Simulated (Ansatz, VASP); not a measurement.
# Ga2O3 (Ga2O3 (C2/m)): VASP beside Ansatz, part 2 of 2

Wanted: the spread between two codes on one cell, functional and k mesh. The cell is taken from a series of runs on this material, whose earlier steps may have relaxed, scaled, displaced or heated it; both programs get it as it stands.

VASP 6.6.1 and Ansatz 0.2.0.

So far. Step 2 (VASP: single point, HSE06 form with 10 % exact exchange …): The run ends at a pressure of 5.08 GPa, with forces up to 0.32 eV/Å.

## 3. Ansatz: single point, HSE06 form with 10 % exact exchange with an exact-exchange share of 0.1

Level of this step: Ansatz beside VASP: Kohn-Sham DFT, plane waves, HSE06 form with 10 % exact exchange (Ansatz).

Ansatz runs on its PAW soft_1 files.

The same cell, functional and mesh now go to Ansatz.

Input file input.yaml:

```yaml
crystal:
  checkpoint: "../host.a10.run"
basis:
  ecutwfc: 420.0
  ecutrho_ratio: 4
  xc_grid: 2
  fft_grid_basis: typed
  precision: f64
kpoints:
  mp_grid: { grid: [1, 1, 1] }
hamiltonian:
  xc: { preset: hse06, exx: 0.1 }
  pseudopotentials:
    kind: paw
    azcp: { folder: soft_1, O: "soft_1/O.paw.azcp", Ga: "soft_1/Ga.paw.azcp" }
scf:
  max_iter: 60
  occupations: { method: fixed }
output:
  eigenvalues: true
checkpoint:
  write: "../edges.a10.run"
  compress: false
  write_wavefunctions: false
  write_every: 100000
```

On the command line:

```bash
ansatz run input.yaml --threads 32 --pin off --max-ram 84787MiB --backend cuda --events-out ev --progress --plain --runs-dir out --max-vram 78GiB
```

Numbers of over 12 decimals in the logs are rounded to 6 here.

What it wrote:

```text
crystal.checkpoint: the structure is that of <dir>, a `scf` run: its result, under {"exchange":"pbe","correlation":"pbe","exx":{"coeff":0.1,"omega":0.207870}} at a charge of 0 e; 60 atoms read, 0 with a starting moment; no density is read with it (checkpoint.read); crystal.structure_sha256 for this input is
exact exchange: scf.exx.singularity resolves to wigner_seitz, which cuts the screened interaction at the faces of the exchange supercell's Wigner-Seitz cell, so that each pair interacts once, at the shortest of its separations (the periodic images that this leaves out come, for a point-like exchange hole, to about 0.047 eV on a filled level). The cut falls within the interaction's reach, and what an exchange supercel
Engine: ansatz 0.2.0, aarch64-unknown-linux-gnu
Pseudopotentials: kind: paw
Pseudopotential: Ga, paw, valence charge 13, recommended cutoff 420 eV (normal), soft_1/Ga.paw.azcp
Pseudopotential: O, paw, valence charge 6, recommended cutoff 420 eV (normal), soft_1/O.paw.azcp
Functional definition: unnamed
  parameter a_1 = 0.1
  parameter omega_1 = 0.207870/angstrom
  exchange = pbe_x + (-a_1)*pbe_x_sr(omega_1) + a_1*exact_x_sr(omega_1)
  correlation = pbe_c
davidson cushion auto → on  (no smearing: the cushion is to keep the highest requested band from converging to the state above it; pin scf.eigensolver.cushion to override)
device memory: the entry about to start is reckoned to put 3.0 GiB on a device that reports 148.7 GiB free (of which the cap on the GPU budget leaves the run 78.0 GiB)
GPU FFT provider: cuFFT
GPU libraries: cuBLAS 13.8.1, cuFFT 12.4.0, cuSOLVER 12.3.2
Crystal: 60 atoms, lattice volume = 633.599 Å³
Basis set: ecut = 420 eV, 12373 PW (Γ), exchange–correlation on 180×128×80 points (8 copies of the dense FFT grid, shifted against one another)
Bands: 324, of which v1, the nominal top of the filled ones, is band 264 counted from 1 (263 counted from 0)
Symmetry: 24 space group operations
Space group: C2/m (ITA 12), of the structure as read, at distance tolerance 8.6e-5 Å
k-points: 1
Non-local potential: Ga, projectors of the file, l = 0: 2, l = 1: 2, l = 2: 3, l = 3: 1
Non-local potential: O, projectors of the file, l = 0: 2, l = 1: 2, l = 2: 1
PAW form: soft (Blöchl's): semilocal exchange-correlation on the pseudo side does not see the compensation charge
PAW frozen core: Ga, regenerated for the run's functional, and the local potential with it (the file was generated under x = pbe(κ = 0.804, μ = 0.219515), c = pbe(β = 0.066725))
PAW frozen core: O, regenerated for the run's functional, and the local potential with it (the file was generated under x = pbe(κ = 0.804, μ = 0.219515), c = pbe(β = 0.066725))
PAW one-centre angular grid: Ga, 590 points (default); XC on 64 Gauss nodes
PAW one-centre angular grid: O, 110 points (default); XC on 96 Gauss nodes
Initial density: superposition of atomic densities (chi_scale 0.1, normalization cell, long waves kept (reshape's long-wave potential 0.04 eV rms))
Initial wavefunctions: pseudopotential atomic-orbital guess
GPU buffer pool allocated for 230400 grid points (all kernels)
GPU transforms: local potential and band sums: pruned to the plane-wave sphere, on 81×64×40
Functional: x = pbe(κ = 0.804, μ = 0.219515), c = pbe(β = 0.066725), warm-up for x = pbe(κ = 0.804, μ = 0.219515) + 0.1 (exact − pbe) at short range (hse, ω = 0.207870 Å⁻¹), c = pbe(β = 0.066725)
SCF iter   1: F=—  HF=-111248.152166 eV  |Δ(HF+E_count)|=         —  Δρ=1.27e-1  dr2=5.06e1  Hψ=966
preconditioner: auto → none  [insulator: Δε(μ)=2.913 eV  Ē_g=18.657 eV  n_scr=202 (ndim 8)  ℏωp=33.9 eV  f_vac=0.000]
SCF iter   2: F=—  HF=-111234.627860 eV  |Δ(HF+E_count)|=    1.35e1  Δρ=4.86e-2  dr2=5.68e0  Hψ=872
SCF iter   3: F=—  HF=-111233.420570 eV  |Δ(HF+E_count)|=    1.21e0  Δρ=1.84e-2  dr2=1.44e0  Hψ=936
SCF iter   4: F=—  HF=-111233.232740 eV  |Δ(HF+E_count)|=   1.88e-1  Δρ=8.50e-3  dr2=3.47e-1  Hψ=855
iter 5 solved again at ethr=3.47e-6 eV; its pass at ethr=6.58e-5 eV (dr2=1.83e-2 eV) is discarded
SCF iter   5: F=—  HF=-111233.142861 eV  |Δ(HF+E_count)|=   8.99e-2  Δρ=2.28e-3  dr2=1.88e-2  Hψ=1688
SCF iter   6: F=—  HF=-111233.147790 eV  |Δ(HF+E_count)|=   4.93e-3  Δρ=1.03e-3  dr2=4.45e-3  Hψ=810
SCF iter   7: F=-111233.150158 eV  HF=-111233.150216 eV  |Δ(HF+E_count)|=   2.43e-3  Δρ=3.39e-4  dr2=5.12e-4  Hψ=807
SCF 1 stopped early in 7 iterations: F = -111233.150158 eV  dr2 = 5.12e-4
  greatest PAW one-centre occupation: 0.998 electrons in one spin orbital (limit 2), on the Ga atom at site 43 (counted from 0), in its partial waves of l = 2
device memory: the entry about to start is reckoned to put 3.8 GiB (of the 3.9 GiB reckoned in all, the device holds 0.1 GiB already) on a device that reports 148.1 GiB free (of which the cap on the GPU budget leaves the run 77.9 GiB)
GPU FFT provider: cuFFT
GPU libraries: cuBLAS 13.8.1, cuFFT 12.4.0, cuSOLVER 12.3.2
Initial density: handed on by an earlier stage of this run
Initial wavefunctions: those handed on with the density
GPU buffer pool allocated for 230400 grid points (all kernels)
GPU transforms: local potential and band sums: pruned to the plane-wave sphere, on 81×64×40
Functional: x = pbe(κ = 0.804, μ = 0.219515) + 0.1 (exact − pbe) at short range (hse, ω = 0.207870 Å⁻¹), c = pbe(β = 0.066725)
Exchange kernel: α = 0.1000, screened, ω = 0.2079 Å⁻¹, Wigner–Seitz truncation, v(0) = 768.1310 eV·Å³, q-mesh 1×1×1, nearest image of the exchange supercell L = 5.81 Å, pair-density grid 64×48×30, without the augmentation charges, whose exchange is taken in its separable form (sized by the pseudopotential files, 80×64×40 at the most), smooth part of the exact exchange by density-matrix convolution of real orbitals (p
Frozen-core exchange: fock
SCF iter   1: F=—  HF=-111235.947808 eV  |Δ(HF+E_count)|=         —  Δρ=7.79e-3  dr2=1.68e-1  Hψ=1690
preconditioner: auto → none  [insulator: Δε(μ)=3.068 eV  Ē_g=18.837 eV  n_scr=202 (ndim 8)  ℏωp=33.9 eV  f_vac=0.016]
SCF iter   2: F=—  HF=-111235.886135 eV  |Δ(HF+E_count)|=   6.17e-2  Δρ=1.64e-3  dr2=1.36e-2  Hψ=1284
SCF iter   3: F=—  HF=-111235.902307 eV  |Δ(HF+E_count)|=   1.62e-2  Δρ=1.01e-3  dr2=3.15e-3  Hψ=1085
SCF iter   4: F=—  HF=-111235.902419 eV  |Δ(HF+E_count)|=   1.13e-4  Δρ=2.84e-4  dr2=4.07e-4  Hψ=882
SCF iter   5: F=—  HF=-111235.902405 eV  |Δ(HF+E_count)|=   1.41e-5  Δρ=1.04e-4  dr2=6.31e-5  Hψ=824
SCF iter   6: F=—  HF=-111235.902590 eV  |Δ(HF+E_count)|=   1.85e-4  Δρ=9.70e-5  dr2=4.85e-5  Hψ=900
SCF iter   7: F=-111235.902579 eV  HF=-111235.902579 eV  |Δ(HF+E_count)|=   1.09e-5  Δρ=2.14e-5  dr2=1.57e-6  Hψ=775
SCF 2 stopped early in 7 iterations: F = -111235.902579 eV  dr2 = 1.57e-6
hybrid outer 1: dexx = +1.915e-2 eV, tail = 3.03e-5 eV
GPU FFT provider: cuFFT
GPU libraries: cuBLAS 13.8.1, cuFFT 12.4.0, cuSOLVER 12.3.2
GPU buffer pool allocated for 230400 grid points (all kernels)
GPU transforms: local potential and band sums: pruned to the plane-wave sphere, on 81×64×40
Exchange kernel: α = 0.1000, screened, ω = 0.2079 Å⁻¹, Wigner–Seitz truncation, v(0) = 768.1310 eV·Å³, q-mesh 1×1×1, nearest image of the exchange supercell L = 5.81 Å, pair-density grid 64×48×30, without the augmentation charges, whose exchange is taken in its separable form (sized by the pseudopotential files, 80×64×40 at the most), smooth part of the exact exchange by density-matrix convolution of real orbitals (p
Frozen-core exchange: fock
SCF iter   1: F=—  HF=-111235.902008 eV  |Δ(HF+E_count)|=         —  Δρ=1.44e-5  dr2=1.38e-6  Hψ=817
preconditioner: auto → none  [insulator: Δε(μ)=3.064 eV  Ē_g=18.788 eV  n_scr=202 (ndim 8)  ℏωp=33.9 eV  f_vac=0.019]
iter 2 solved again at ethr=8.46e-12 eV; its pass at ethr=2.46e-10 eV (dr2=4.47e-8 eV) is discarded
SCF iter   2: F=—  HF=-111235.902009 eV  |Δ(HF+E_count)|=   2.37e-7  Δρ=4.14e-6  dr2=6.76e-8  Hψ=1903
SCF iter   3: F=-111235.902009 eV  HF=-111235.902009 eV  |Δ(HF+E_count)|=   1.49e-8  Δρ=2.66e-6  dr2=3.70e-8  Hψ=975
SCF 3 converged in 3 iterations: F = -111235.902009 eV  dr2 = 3.70e-8
  greatest PAW one-centre occupation: 0.998 electrons in one spin orbital (limit 2), on the Ga atom at site 41 (counted from 0), in its partial waves of l = 2
hybrid outer 2: dexx = +2.103e-7 eV, tail = 1.01e-7 eV, Δε = 3.67e-4 eV (about 2.48e-5 eV left of the loop's levels)
hybrid SCF converged: 2 outer / 10 inner (+7 warm-up), last move |dexx| = 2.10e-7 eV, tail = 1.01e-7 eV
Stability not checked: this state was not tested for a lower state beside it, because the functional holds exact exchange (a hybrid, or Hartree-Fock), whose exchange loop this test does not read (fock_operator; see scf.lower_state_search)
Free energy (F): -111235.902009 eV
Frozen-core exchange: fock
Harris-Foulkes:  -111235.902009 eV  (|F-HF|=8.13e-9)
Internal energy: -111235.902009 eV  (E = F + TS)
E sigma→0 (E₀):  -111235.902009 eV
Fermi energy:    7.552231 eV
--- Per-component energies (eV) ---
  E_band       = -1098.500499
  E_kinetic    = 8803.661087
  E_local      = -42132.218878  (includes V_loc(G=0)·N_el)
  E_nonlocal   = -187.377750
  E_hartree    = 24680.607497
  E_xc         = -3738.508901
  E_vxc        = -4218.948137  (∫ρ·V_xc dr)
  E_exx        = -746.026344  (= α·E_x^exact, valence–valence)
  E_paw        = -53518.797917  (= ΣΔE_a)
  E_vpaw       = -11232.791831  (= ΣTr[D̂ρ^β])
  E_aug_tail   = 0.022237  (compensation charges beyond the density's cutoff)
  E_ewald      = -44398.135743
  E_core_change = 0.872703  (= ΣΔE_core)
  E_smearing   = -0.000000  (= −TS)
  E_closure    = -0.000000  (closes the sum)
  Σ components = -111235.902009   (vs F -111235.902009, Δ=-1.46e-11)
--- Band table (eV) ---
  k-point 0: bands = ["-11.8481", "-11.4635", "-11.3779", "-11.1728", "-11.1728", "-10.9306", "-10.9306", "-10.8647", "-10.8647", "-10.7719", "-10.7490", "-10.7132", "-10.5559", "-10.5559", "-10.5399"
```

In the SCF lines HF is the Harris–Foulkes energy and dr2 the Hartree energy of the density residual, in eV; the loop may stop once dr2 is under the threshold and the program's other checks hold. Hψ counts applications of the Hamiltonian.

## 4. Side by side

Known differences besides the potentials themselves: exact exchange at q = 0 is treated differently, which shows on coarse meshes; VASP keeps PBE cores, Ansatz makes them for the functional; fixed occupations in Ansatz, narrow Gaussian smearing in VASP; the cutoff is 420 eV in Ansatz and 520 eV in VASP (PREC = Accurate, projectors in real space); VASP takes a coarser grid for exact exchange (PRECFOCK = Fast). Total energies have different zeros and are not compared.

Both answers:

```tsv
quantity	Ansatz	VASP	difference
gap on the k mesh (eV)	3.064	3.054	+0.010
```

A gap on the mesh is an upper bound, since the band edges may lie between its points.

## 5. Summary of results

```
difference in gap on the k mesh (single point, HSE06 form with 10 % exact exchange with an exact-exchange share of 0.1) : 0.0096 eV
```

**Reading.** The difference in gap on the k mesh is 0.0096 eV (single point, HSE06 form with 10 % exact exchange with an exact-exchange share of 0.1), within the 0.08 eV picked in this series as the mark of a large difference. Such differences can come from data sets, numerical settings and the points named under the comparisons, not from the functional's error against experiment.

[Lines on the potential files, build, host, timing and source positions are cut from VASP's logs without a mark.]

[Logs are printed without paths, hosts, clocks, repeated set-up lines and the standing remarks that a program may print on its own settings, such as how far it seeks lower states.]

[Hosts, paths, dates, database ids (printed as entryN), source tags and the programs' standing remarks are cut or masked in the printed files.]
